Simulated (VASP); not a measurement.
# Relaxed cell volume of rutile TiO2 at eight levels of density functional theory, with and without dispersion terms, against the diffraction cell

We calculated the zero-pressure volume of TiO2 in the rutile structure (P4_2/mnm) at eight levels of theory and compare each with the diffraction cell of 10.39 Å³ per atom. A positive error means that the calculated cell is too large. The aim is to see how far each functional misses and what a dispersion term changes.

The errors run from −2.830 % with LDA to 2.669 % with PBE. The row that does not fit a simple reading is AM05. It is a gradient-corrected functional without a dispersion term, as PBE is, yet its error is −0.193 %, lower than that of every level with a dispersion term.

## How the numbers were made

The start is the cell of a diffraction database, 10.39 Å³ per atom, whose temperature is that of the entry, mostly ambient. VASP 6.6.1, plane waves with PAW, cutoff 560 eV; cell and atoms fully relaxed at zero pressure at each level, static lattice, no spin polarisation, no spin-orbit coupling. All ran on Intel(R) Xeon(R) Platinum 8488C (Sapphire Rapids), shared with other work, so times are rough. All levels use the PAW data sets made with PBE.

Notes on method and selection:

- The diffraction cell holds zero-point and thermal expansion, typically 0.5 to 2 % in volume at room temperature, which a static relaxation lacks.
- Crystals whose PBE volume lies more than 1.5 % under or 25 % over the diffraction cell, or whose cell differs by over 0.3 % from another measurement, were left out.
- Non-spherical gradient terms in the PAW spheres (LASPH) were on for all rows.
- Runs that did not converge, have known faults or may not be shown are not listed, and runs on Ansatz's PAW sets soft_1 and soft_2 are kept to separate tables.

Columns:

- volume error (%): relaxed volume relative to the diffraction cell.
- volume (Å³/atom): relaxed volume per atom.
- cost per step (core-s): processor time per ionic step of the relaxation.

Input lines of one member:

```
PREC = Accurate
ENCUT = 560
EDIFF = 1E-06
NELM = 100
ISMEAR = -1
SIGMA = 0.05
LREAL = .FALSE.
ALGO = Normal
GGA = CA
NBANDS = 30
LASPH = .TRUE.
LORBIT = 11
KPAR = 4
IBRION = 2
NSW = 60
```

Command (options for logging and memory left out): `mpirun -np 4 vasp_std`

## Numbers

| member | volume error (%) | volume (Å³/atom) | cost per step (core-s) |
| --- | --- | --- | --- |
| PBE | 2.669 | 10.672 | 29 |
| BLYP + D3(BJ) | 1.238 | 10.523 | 36 |
| optB86b-vdW | 0.967 | 10.495 | 85 |
| PBE + D3(BJ) | 0.817 | 10.479 | 20 |
| r2SCAN | 0.512 | 10.448 | 73 |
| r2SCAN + rVV10 | −0.115 | 10.383 | 120 |
| AM05 | −0.193 | 10.374 | 25 |
| LDA | −2.830 | 10.100 | 24 |

## Why the values move as they do

The largest step is from LDA to PBE, 2.669 + 2.830 = 5.499 percentage points. LDA binds too strongly. The gradient correction in PBE lowers the energy of uneven densities, and the density becomes more uneven as atoms move apart, so bonds lengthen and the cell grows.

Dispersion terms act the other way. Their attraction strengthens as atoms approach, which amounts to an inward pressure p, and the cell shrinks by ΔV/V ≈ −p/B, where B is the bulk modulus. Two pairs of rows show the size:

- D3(BJ) on PBE: 0.817 − 2.669 = −1.852 points.
- rVV10 on r2SCAN: −0.115 − 0.512 = −0.627 points.

With B of roughly 200 GPa, a typical size for a stiff oxide, these correspond to about 4 and 1 GPa. Even in a crystal held together by ionic and covalent bonds, the term is therefore visible in the volume. Both terms shorten the a axis by a larger fraction than the c axis.

The smaller effect on r2SCAN has a known reason: this functional already describes part of the attraction at intermediate range, so the added term is made weaker. The two pairs also differ in the form of the dispersion term, so the factor of three between them does not belong to the parent functional alone.

On this reading, a gradient-corrected functional without dispersion should give too large a cell. If AM05 behaved like PBE, its volume would be near 10.67 Å³ per atom. It is 10.374, lower by 10.672 − 10.374 = 0.298 Å³ per atom.

## Where the trend breaks

BLYP + D3(BJ) has the largest error of the four levels with dispersion, 1.238 %. BLYP without dispersion is known to give overly large cells in solids, and D3(BJ) is fitted to be stronger for it than for PBE. The uncorrected BLYP volume is not shown in the table, so the contraction cannot be read off.

optB86b-vdW, at 0.967 %, likewise has no partner without its nonlocal correlation. Its exchange was chosen to go with that correlation, so its distance from PBE is not a measure of dispersion.

## Cost against accuracy

LDA, AM05, PBE and the two D3(BJ) levels take 20 to 36 core-s per step, a range too narrow to rank on shared machines. D3(BJ) thus removes 1.852 points of the PBE error at no visible cost.

r2SCAN takes 73 core-s, optB86b-vdW 85 and r2SCAN + rVV10 120. The last costs 120 / 25 = 4.8 times as much per step as AM05 for a volume that differs by only 0.009 Å³ per atom. For the volume alone that expense buys little; what it does bring is a better balance between the two axes.

## Review of the odd result

The gap to explain is the 0.298 Å³ per atom by which AM05 lies under PBE.

**Physical suspects.** The likely cause is exchange. In AM05 it rises more slowly with the density gradient than in PBE at the small and moderate gradients that matter for bonds in solids, so less of the LDA overbinding is removed. The sign is right, and AM05 does fall between LDA and PBE. Smaller cells than with PBE are the established behaviour of such functionals. The missing dispersion term has the wrong sign, since adding one would shrink the cell further.

**Numerical suspects.** A plane-wave set kept from the starting cell matters little here: the volume changes by 0.193 %, which shifts the effective cutoff by only 560 × 2/3 × 0.193 / 100 = 0.72 eV. The finite plane-wave set also leaves a Pulay stress, which tends to make cells relaxed by stress too small, but it affects PBE similarly. The PAW data sets were made with PBE, so AM05 is used with cores that are not its own. We expect a rough effect of a few tenths of a percent, of unknown sign.

**Checks, cheapest first.**

1. Restart the AM05 relaxation from its final cell, at about 25 core-s per step. A rise towards 10.67 Å³ would point to the relaxation or to the plane-wave set kept from the starting cell; a change of about 0.01 Å³ would clear both. A remaining Pulay stress would need a higher cutoff to test.
2. Relax with AM05 and PAW sets made with LDA, at a similar cost per step but with more steps. A shift comparable to 0.3 Å³ would implicate the data sets; a few hundredths would make them a minor correction.
3. Relax with PBEsol, whose exchange is also weaker than that of PBE at small gradients, at a similar cost. A volume near that of AM05 would support the exchange explanation; one near PBE would point to something particular to AM05.
4. Run AM05 in an all-electron code, the most laborious check, if the second leaves a large shift.

The small volume error also flatters AM05. Its a axis is too long and its c axis too short, and the two errors partly cancel. With r2SCAN + rVV10 both axes lie closer to the diffraction cell.

## Conclusions and limits

For this crystal, both dispersion terms that can be tested against their parent functional shrink the cell, and choosing another functional can change the volume by more than either term does.

The main omitted effect is zero-point and thermal expansion, typically 0.5 to 2 %. It is smaller than the full spread but comparable to the range of the six levels between LDA and PBE, 1.238 + 0.193 = 1.431 points. Adding it raises every calculated volume. PBE then has the largest error throughout that range, while LDA improves and would come closest if the expansion exceeded (2.830 + 0.193) / 2 = 1.51 %, where the errors of LDA and AM05 become equal in size. The near-zero errors of AM05 and r2SCAN + rVV10 are therefore no proof of accuracy.

Crystals with PBE volumes well below experiment were excluded, so the sign of the PBE error here should not be generalised.

[Logs are printed without paths, hosts, clocks, repeated set-up lines and the standing remarks that a program may print on its own settings, such as how far it seeks lower states.]
